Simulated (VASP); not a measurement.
## Band gap of CsPbBr3: mesh and cell

How far does the LDA gap of CsPbBr3 depend on mesh and cell? The starting structure is a measured crystal structure from the Crystallography Open Database. Cell and atoms stay as given unless a step says otherwise.

Calculated with VASP 6.6.1; Kohn-Sham DFT with plane waves and PAW; LDA.

### 1. The structure

The structure is cubic, space group Pm-3m (No. 221). The conventional cell has a = 5.870 Å, b = 5.870 Å, c = 5.870 Å, α = 90.00°, β = 90.00°, γ = 90.00°. Pb has 6 Br at 2.94 Å nearest. Cs has 12 Br at 4.15 Å nearest. Nearest to Br lie 2 Pb at 2.94 Å and 4 Cs at 4.15 Å. Farther neighbours and most contacts between anions are not listed.

Structure file:

```xyz
5
Lattice="5.8700 0.0000 0.0000 0.0000 5.8700 0.0000 0.0000 0.0000 5.8700" Properties=species:S:1:pos:R:3 pbc="T T T"
Pb    2.9350    2.9350    2.9350
Cs    0.0000    0.0000    0.0000
Br    2.9350    2.9350    0.0000
Br    2.9350    0.0000    2.9350
Br    0.0000    2.9350    2.9350
```

### 2. Reference bands

Contents of INCAR:

```
SYSTEM = CsPbBr3
PREC = Accurate
ENCUT = 350
EDIFF = 1E-06
NELM = 100
ISMEAR = 0
SIGMA = 0.03
LREAL = .FALSE.
ALGO = Normal
GGA = CA
NBANDS = 37
LORBIT = 11
LWAVE = .FALSE.
LCHARG = .FALSE.
KPAR = 8
LASPH = .TRUE.
```

Contents of POSCAR:

```
CsPbBr3
1.0
    5.8700000000      0.0000000000      0.0000000000
    0.0000000000      5.8700000000      0.0000000000
    0.0000000000      0.0000000000      5.8700000000
Pb Cs Br
1 1 3
Direct
    0.5000000000      0.5000000000      0.5000000000
    0.0000000000      0.0000000000      0.0000000000
    0.5000000000      0.5000000000      0.0000000000
    0.5000000000      0.0000000000      0.5000000000
    0.0000000000      0.5000000000      0.5000000000
```

Contents of KPOINTS:

```
Automatic mesh
0
Gamma
4 4 4
0 0 0
```

Contents of KPOINTS_OPT:

```
Line mode
8
Line-mode
Reciprocal
  0.00000000   0.00000000   0.00000000 GAMMA
  0.00000000   0.50000000   0.00000000 X

  0.00000000   0.50000000   0.00000000 X
  0.50000000   0.50000000   0.00000000 M

  0.50000000   0.50000000   0.00000000 M
  0.00000000   0.00000000   0.00000000 GAMMA

  0.00000000   0.00000000   0.00000000 GAMMA
  0.50000000   0.50000000   0.50000000 R

  0.50000000   0.50000000   0.50000000 R
  0.00000000   0.50000000   0.00000000 X

  0.50000000   0.50000000   0.00000000 M
  0.50000000   0.50000000   0.50000000 R
```

PAW data sets: Pb_d, Cs_sv and Br (LDA family, release 64).

Run with:

```sh
mpirun -np 8 vasp_std
```

What it wrote:

```text
[banner, memory and clock lines left out]
running    8 mpi-ranks, on    1 nodes
 distrk:  each k-point on    1 cores,    8 groups
 distr:  one band on    1 cores,    1 groups

 POSCAR found type information on POSCAR PbCsBr
 POSCAR found :  3 types and       5 ions
|                                                                             |
|           W    W    AA    RRRRR   N    N  II  N    N   GGGG   !!!           |
|           W    W   A  A   R    R  NN   N  II  NN   N  G    G  !!!           |
|           W    W  A    A  R    R  N N  N  II  N N  N  G       !!!           |
|           W WW W  AAAAAA  RRRRR   N  N N  II  N  N N  G  GGG   !            |
|           WW  WW  A    A  R   R   N   NN  II  N   NN  G    G                |
|           W    W  A    A  R    R  N    N  II  N    N   GGGG   !!!           |
|                                                                             |
|     For optimal performance we recommend to set                             |
|       NCORE = 2 up to number-of-cores-per-socket                            |
|     NCORE specifies how many cores store one orbital (NPAR=cpu/NCORE).      |
|     This setting can greatly improve the performance of VASP for DFT.       |
|     The default, NCORE=1 might be grossly inefficient on modern             |
|     multi-core architectures or massively parallel machines. Do your        |
|     Unfortunately you need to use the default for GW and RPA                |
|     calculations (for HF NCORE is supported but not extensively tested      |
|     yet).                                                                   |
|                                                                             |

 LDA part: xc-table for (Slater(with rela. corr.)+CA(PZ))
 , standard interpolation
 POSCAR, INCAR and KPOINTS ok, starting setup
 FFT: planning ... GRIDC
 FFT: planning ... GRID_SOFT
 FFT: planning ... GRID
 WAVECAR not read
 entering main loop
       N       E                     dE             d eps       ncg     rms          rms(c)
DAV:   1     0.325292220015E+03    0.32529E+03   -0.14841E+04   740   0.788E+02
DAV:   2     0.170474054699E+02   -0.30824E+03   -0.28823E+03   894   0.221E+02
DAV:   3    -0.172666375964E+02   -0.34314E+02   -0.34010E+02   915   0.833E+01
DAV:   4    -0.183099383433E+02   -0.10433E+01   -0.10410E+01   875   0.191E+01
DAV:   5    -0.183438767788E+02   -0.33938E-01   -0.33935E-01   912   0.299E+00    0.417E+00
DAV:   6    -0.178377035349E+02    0.50617E+00   -0.55856E-01  1075   0.680E+00    0.241E+00
DAV:   7    -0.177768299053E+02    0.60874E-01   -0.29219E-01  1039   0.265E+00    0.990E-01
DAV:   8    -0.177747698263E+02    0.20601E-02   -0.44749E-02   965   0.134E+00    0.153E-01
DAV:   9    -0.177732243639E+02    0.15455E-02   -0.59263E-03  1108   0.576E-01    0.797E-02
DAV:  10    -0.177731994552E+02    0.24909E-04   -0.59099E-04   906   0.142E-01    0.218E-02
DAV:  11    -0.177732020547E+02   -0.25995E-05   -0.58191E-05   930   0.368E-02    0.864E-03
DAV:  12    -0.177732008028E+02    0.12519E-05   -0.70939E-06   975   0.229E-02    0.443E-03
DAV:  13    -0.177732006735E+02    0.12931E-06   -0.85685E-07   629   0.429E-03
   1 F= -.17773201E+02 E0= -.17773201E+02  d E =-.899722E-23
 Start KPOINTS_OPT (optional k-point list driver)
k-point batch [1-10\48]
       N       E                     dE             ncg
DAV:   1    -0.229792737292E+03   -0.37322E+04      748
DAV:   2    -0.324043780510E+04   -0.30106E+04      886
DAV:   3    -0.358261630006E+04   -0.34218E+03      944
DAV:   4    -0.359331258797E+04   -0.10696E+02      848
DAV:   5    -0.359366093976E+04   -0.34835E+00      963
DAV:   6    -0.359367464891E+04   -0.13709E-01      939
DAV:   7    -0.359367522173E+04   -0.57282E-03     1099
DAV:   8    -0.359367522990E+04   -0.81709E-05      771
DAV:   9    -0.359367523000E+04   -0.98159E-07      539
[...]
k-point batch [41-48\48]
       N       E                     dE             ncg
DAV:   1     0.999312758468E+03   -0.73628E+04      592
DAV:   2    -0.136432121308E+04   -0.23636E+04      691
DAV:   3    -0.164025881218E+04   -0.27594E+03      736
DAV:   4    -0.164930659449E+04   -0.90478E+01      691
DAV:   5    -0.164958849799E+04   -0.28190E+00      743
DAV:   6    -0.164960059761E+04   -0.12100E-01      806
DAV:   7    -0.164960080363E+04   -0.20603E-03      804
DAV:   8    -0.164960081083E+04   -0.71966E-05      689
DAV:   9    -0.164960081090E+04   -0.65583E-07      407
```

It took 13 s on 8 MPI ranks of Intel Xeon 6975P-C (Granite Rapids), shared host; peak memory 1.8 GiB.

The logs omit lines about the potential files and the build; timing stands in the text.

OUTCAR, selected parts (step 2):

```text
ion  position               nearest neighbor table
   1  0.500  0.500  0.500-   3 2.94   4 2.94   5 2.94   3 2.94   4 2.94   5 2.94
   2  0.000  0.000  0.000-
   3  0.500  0.500  0.000-   1 2.94   1 2.94
   4  0.500  0.000  0.500-   1 2.94   1 2.94
   5  0.000  0.500  0.500-   1 2.94   1 2.94

  LATTYP: Found a simple cubic cell.
 ALAT       =     5.8700000000

 Subroutine GETGRP returns: Found 48 space group operations
 (whereof 48 operations were pure point group operations)

The static configuration has the point symmetry O_h .

 Found     10 irreducible k-points:

   k-points           NKPTS =     10   k-points in BZ     NKDIM =     10   number of bands    NBANDS=     37

   dimension x,y,z NGX =    36 NGY =   36 NGZ =   36
   dimension x,y,z NGXF=    72 NGYF=   72 NGZF=   72

   ENCUT  =  350.0 eV  25.72 Ry    5.07 a.u.   8.95  8.95  8.95*2*pi/ulx,y,z

   NELECT =      44.0000    total number of electrons

 k-points in reciprocal lattice and weights: Automatic mesh
   0.00000000  0.00000000  0.00000000       0.016
   0.25000000  0.00000000  0.00000000       0.094
   0.50000000  0.00000000  0.00000000       0.047
   0.25000000  0.25000000  0.00000000       0.188
   0.50000000  0.25000000  0.00000000       0.188
   0.50000000  0.50000000  0.00000000       0.047
   0.25000000  0.25000000  0.25000000       0.125
   0.50000000  0.25000000  0.25000000       0.188
   0.50000000  0.50000000  0.25000000       0.094
   0.50000000  0.50000000  0.50000000       0.016

 average (electrostatic) potential at core
       1 -96.0384       2 -48.8016       3 -70.0291       4 -70.0291       5 -70.0291

 E-fermi :   1.3500

 k-point     1 :       0.0000    0.0000    0.0000
  band No.  band energies     occupation
    ...
     18      -0.9982      2.00000
     19      -0.9982      2.00000
     20      -0.8780      2.00000
     21      -0.8780      2.00000
     22      -0.8780      2.00000
     23       3.8107      0.00000
     24       4.9969      0.00000
     25       4.9969      0.00000
     26       5.8043      0.00000
     27       5.8043      0.00000
    ...

 k-point     2 :       0.2500    0.0000    0.0000
  band No.  band energies     occupation
    ...
     18      -1.0694      2.00000
     19      -1.0694      2.00000
     20      -0.9406      2.00000
     21      -0.9406      2.00000
     22      -0.8659      2.00000
     23       4.4045      0.00000
     24       5.2788      0.00000
     25       5.4308      0.00000
     26       5.4594      0.00000
     27       6.0098      0.00000
    ...

 k-point     3 :       0.5000    0.0000    0.0000
  band No.  band energies     occupation
    ...
     18      -1.1514      2.00000
     19      -1.1430      2.00000
     20      -0.9925      2.00000
     21      -0.9925      2.00000
     22      -0.2829      2.00000
     23       3.5810      0.00000
     24       5.3181      0.00000
     25       5.9071      0.00000
     26       6.0595      0.00000
     27       6.3162      0.00000
    ...

  Total       -1.4011146     -1.4011146     -1.4011146      0.0000000     -0.0000000      0.0000000
  in kB      -11.0986445    -11.0986445    -11.0986445      0.0000000     -0.0000000      0.0000000
  external PRESSURE =     -11.0986445 kB  Pullay stress =       0.0000000 kB

  energy-cutoff  :      350.00
  volume of cell :      202.26
      direct lattice vectors                 reciprocal lattice vectors
     5.870000000  0.000000000  0.000000000     0.170357751  0.000000000  0.000000000
     0.000000000  5.870000000  0.000000000     0.000000000  0.170357751  0.000000000
     0.000000000  0.000000000  5.870000000     0.000000000  0.000000000  0.170357751

 POSITION                                       TOTAL-FORCE (eV/Angst)
 -----------------------------------------------------------------------------------
      2.93500      2.93500      2.93500         0.000000      0.000000      0.000000
      0.00000      0.00000      0.00000         0.000000      0.000000      0.000000
      2.93500      2.93500      0.00000         0.000000      0.000000      0.000000
      2.93500      0.00000      2.93500         0.000000      0.000000      0.000000
      0.00000      2.93500      2.93500         0.000000      0.000000      0.000000
 -----------------------------------------------------------------------------------
    total drift:                                0.000000      0.000000      0.000000

  FREE ENERGIE OF THE ION-ELECTRON SYSTEM (eV)
  ---------------------------------------------------
  free  energy   TOTEN  =       -17.7732006735 eV

  energy  without entropy=      -17.7732006735  energy(sigma->0) =      -17.77320067

 total charge
# of ion       s       p       d       tot
------------------------------------------
    1        1.500   0.491   9.848  11.839
    2        1.835   4.686   0.013   6.533
    3        1.612   3.232   0.008   4.853
    4        1.612   3.232   0.008   4.853
    5        1.612   3.232   0.008   4.853
--------------------------------------------------
tot          8.172  14.874   9.884  32.931

[... 3 further parts left out ...]
```

Spin-orbit coupling is off here; with elements this heavy it can split and shift levels by tenths of an eV, and by up to about 1 eV where a band edge is a 6p state.

The reference gap is 1.350 eV.

### 3. Bands with cell and atoms relaxed by LDA

Against step 2 the input has another starting structure. The cell comes from a relaxation at this level, not shown (193.64 Å³).

INCAR is that of step 2.

Edit POSCAR of step 2 so:

```diff
@@ -2,5 +2,5 @@
 1.0
-    5.8700000000      0.0000000000      0.0000000000
-    0.0000000000      5.8700000000      0.0000000000
-    0.0000000000      0.0000000000      5.8700000000
+    5.7853989470      0.0000000000      0.0000000000
+    0.0000000000      5.7853989470      0.0000000000
+    0.0000000000      0.0000000000      5.7853989470
 Pb Cs Br
```

KPOINTS is that of step 2.

KPOINTS_OPT is that of step 2.

Run with:

```sh
mpirun -np 8 vasp_std
```

What it wrote:

```text
[banner, memory and clock lines left out]
running    8 mpi-ranks, on    1 nodes
[...]
[... a notice as in an earlier step ...]

 LDA part: xc-table for (Slater(with rela. corr.)+CA(PZ))
 , standard interpolation
 POSCAR, INCAR and KPOINTS ok, starting setup
[...]
entering main loop
       N       E                     dE             d eps       ncg     rms          rms(c)
DAV:   1     0.316386011449E+03    0.31639E+03   -0.14806E+04   740   0.790E+02
DAV:   2     0.175558675307E+02   -0.29883E+03   -0.28058E+03   862   0.222E+02
DAV:   3    -0.171251713195E+02   -0.34681E+02   -0.34281E+02   944   0.862E+01
DAV:   4    -0.182753271148E+02   -0.11502E+01   -0.11475E+01   870   0.197E+01
[...]
DAV:  10    -0.178009731376E+02    0.46066E-04   -0.56092E-04   914   0.147E-01    0.211E-02
DAV:  11    -0.178009768628E+02   -0.37252E-05   -0.67383E-05   956   0.420E-02    0.132E-02
DAV:  12    -0.178009764111E+02    0.45162E-06   -0.57834E-06   988   0.205E-02
   1 F= -.17800976E+02 E0= -.17800976E+02  d E =-.272700E-16
 Start KPOINTS_OPT (optional k-point list driver)
k-point batch [1-10\48]
       N       E                     dE             ncg
DAV:   1    -0.921200495937E+02   -0.39771E+04      740
DAV:   2    -0.313044472278E+04   -0.30383E+04      881
DAV:   3    -0.346773861741E+04   -0.33729E+03      936
DAV:   4    -0.347807672984E+04   -0.10338E+02      867
DAV:   5    -0.347841851223E+04   -0.34178E+00      982
DAV:   6    -0.347843084265E+04   -0.12330E-01      950
DAV:   7    -0.347843140577E+04   -0.56312E-03     1054
DAV:   8    -0.347843142433E+04   -0.18563E-04      843
DAV:   9    -0.347843142466E+04   -0.32566E-06      553
[...]
k-point batch [41-48\48]
       N       E                     dE             ncg
DAV:   1     0.119163629470E+04   -0.71112E+04      592
DAV:   2    -0.118960252117E+04   -0.23812E+04      656
DAV:   3    -0.148783836249E+04   -0.29824E+03      792
DAV:   4    -0.149669398995E+04   -0.88556E+01      699
DAV:   5    -0.149696652435E+04   -0.27253E+00      762
DAV:   6    -0.149697513519E+04   -0.86108E-02      758
DAV:   7    -0.149697541541E+04   -0.28022E-03      816
DAV:   8    -0.149697542343E+04   -0.80163E-05      606
DAV:   9    -0.149697542352E+04   -0.88763E-07      482
```

Run time: 11 s. Hardware: 8 MPI ranks; peak memory 1.8 GiB; 84 s of CPU time.

OUTCAR, selected parts (step 3):

```text
  Total       -0.1352120     -0.1352120     -0.1352120      0.0000000      0.0000000      0.0000000
  in kB       -1.1187314     -1.1187314     -1.1187314      0.0000000      0.0000000      0.0000000
  external PRESSURE =      -1.1187314 kB  Pullay stress =       0.0000000 kB

 POSITION                                       TOTAL-FORCE (eV/Angst)
 -----------------------------------------------------------------------------------
      2.89270      2.89270      2.89270         0.000000      0.000000      0.000000
      0.00000      0.00000      0.00000         0.000000      0.000000      0.000000
      2.89270      2.89270      0.00000         0.000000      0.000000      0.000000
      2.89270      0.00000      2.89270         0.000000      0.000000      0.000000
      0.00000      2.89270      2.89270         0.000000      0.000000      0.000000
 -----------------------------------------------------------------------------------
    total drift:                                0.000000      0.000000      0.000000

  FREE ENERGIE OF THE ION-ELECTRON SYSTEM (eV)
  ---------------------------------------------------
  free  energy   TOTEN  =       -17.8009764111 eV

  energy  without entropy=      -17.8009764111  energy(sigma->0) =      -17.80097641

[... 1 part as in an earlier step ...]

[... 2 further parts left out ...]
[key lines of the parts left out:]
E-fermi :   1.8506
```

With cell and atoms relaxed by LDA the gap is 1.161 eV, -0.189 eV from the reference.

### 4. Bands with a 6×6×6 mesh

Against step 2 the input has a 6×6×6 mesh.

INCAR is that of step 3.

Edit POSCAR of step 3 so:

```diff
@@ -2,5 +2,5 @@
 1.0
-    5.7853989470      0.0000000000      0.0000000000
-    0.0000000000      5.7853989470      0.0000000000
-    0.0000000000      0.0000000000      5.7853989470
+    5.8700000000      0.0000000000      0.0000000000
+    0.0000000000      5.8700000000      0.0000000000
+    0.0000000000      0.0000000000      5.8700000000
 Pb Cs Br
```

Contents of KPOINTS:

```
Automatic mesh
0
Gamma
6 6 6
0 0 0
```

KPOINTS_OPT is that of step 3.

Run with:

```sh
mpirun -np 8 vasp_std
```

What it wrote:

```text
[... set-up lines as in an earlier step ...]
 entering main loop
       N       E                     dE             d eps       ncg     rms          rms(c)
DAV:   1     0.322896900466E+03    0.32290E+03   -0.14868E+04  1488   0.789E+02
DAV:   2     0.192753259844E+02   -0.30362E+03   -0.28485E+03  1682   0.223E+02
DAV:   3    -0.171365286581E+02   -0.36412E+02   -0.35971E+02  1939   0.876E+01
DAV:   4    -0.183302224075E+02   -0.11937E+01   -0.11905E+01  1724   0.201E+01
[...]
DAV:  11    -0.178083425990E+02   -0.62338E-06   -0.54045E-05  1921   0.352E-02    0.707E-03
DAV:  12    -0.178083412692E+02    0.13298E-05   -0.77872E-06  1952   0.246E-02    0.332E-03
DAV:  13    -0.178083411700E+02    0.99240E-07   -0.76885E-07  1242   0.410E-03
   1 F= -.17808341E+02 E0= -.17808341E+02  d E =-.714395E-21
 Start KPOINTS_OPT (optional k-point list driver)
k-point batch [1-20\48]
       N       E                     dE             ncg
DAV:   1    -0.383686782906E+03   -0.11111E+05     1488
DAV:   2    -0.643050898830E+04   -0.60468E+04     1746
DAV:   3    -0.713511664788E+04   -0.70461E+03     1920
DAV:   4    -0.715714608342E+04   -0.22029E+02     1703
DAV:   5    -0.715784444120E+04   -0.69836E+00     1919
DAV:   6    -0.715787225958E+04   -0.27818E-01     1893
DAV:   7    -0.715787350901E+04   -0.12494E-02     2035
DAV:   8    -0.715787353762E+04   -0.28605E-04     1666
DAV:   9    -0.715787353818E+04   -0.56579E-06     1234
[...]
k-point batch [41-48\48]
       N       E                     dE             ncg
DAV:   1     0.947111439516E+04   -0.73529E+04      600
DAV:   2     0.712130875180E+04   -0.23498E+04      662
DAV:   3     0.682719356991E+04   -0.29412E+03      776
DAV:   4     0.681768559905E+04   -0.95080E+01      691
DAV:   5     0.681739518259E+04   -0.29042E+00      756
DAV:   6     0.681738409964E+04   -0.11083E-01      761
DAV:   7     0.681738366669E+04   -0.43295E-03      810
DAV:   8     0.681738365539E+04   -0.11299E-04      713
DAV:   9     0.681738365529E+04   -0.10218E-06      447
```

Wall time 12 s (8 MPI ranks); peak memory 2.2 GiB.

OUTCAR, selected parts (step 4):

```text
  Total       -1.5390478     -1.5390478     -1.5390478     -0.0000000     -0.0000000      0.0000000
  in kB      -12.1912545    -12.1912545    -12.1912545     -0.0000000     -0.0000000      0.0000000
  external PRESSURE =     -12.1912545 kB  Pullay stress =       0.0000000 kB

  FREE ENERGIE OF THE ION-ELECTRON SYSTEM (eV)
  ---------------------------------------------------
  free  energy   TOTEN  =       -17.8083411700 eV

  energy  without entropy=      -17.8083411700  energy(sigma->0) =      -17.80834117

[... 2 parts as in an earlier step ...]

[... 2 further parts left out ...]
[key lines of the parts left out:]
E-fermi :   1.3358
```

With a 6×6×6 mesh the gap is 1.358 eV, +0.009 eV from the reference.

### 5. All runs side by side

```csv
run,gap (eV),change (eV),core minutes
reference,1.35,-,1.73
cell and atoms relaxed by LDA,1.161,-0.189,1.49
a 6×6×6 mesh,1.358,0.009,1.57
```

Core minutes are wall time times ranks of the run shown, on a shared host.

### 6. Results

```yaml
reference_gap: 1.350 eV
gap_with_cell_and_atoms_relaxed_by_lda: 1.161 eV
gap_with_a_6x6x6_mesh: 1.358 eV
```

Among the runs that read a gap along the path, the one with cell and atoms relaxed by LDA moves it most, by -0.189 eV. On finer settings it changes by +0.009 eV with a 6×6×6 mesh. The functional's own error isn't tested here. Further runs on this material are not shown.

[Lines on the potential files, build, host, timing and source positions are cut from VASP's logs without a mark.]

[Logs are printed without paths, hosts, clocks, repeated set-up lines and the standing remarks that a program may print on its own settings, such as how far it seeks lower states.]

[Hosts, paths, dates, database ids (printed as entryN), source tags and the programs' standing remarks are cut or masked in the printed files.]
